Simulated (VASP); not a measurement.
All values below come from r2SCAN meta-GGA, VASP's PBE PAW potentials (set 64) (plane waves; VASP 6.6.1).

Gaps are without spin-orbit coupling.

Order these relaxed crystals by band gap, smallest first: BaTiO3, Pm-3m (221); BeTe, P6_3mc (186); ZrPbO3, Pm-3m (221); Si, Fd-3m (227).

Si, Fd-3m (227) (0.80 eV), BaTiO3, Pm-3m (221) (2.12 eV), BeTe, P6_3mc (186) (2.57 eV), ZrPbO3, Pm-3m (221) (2.84 eV)
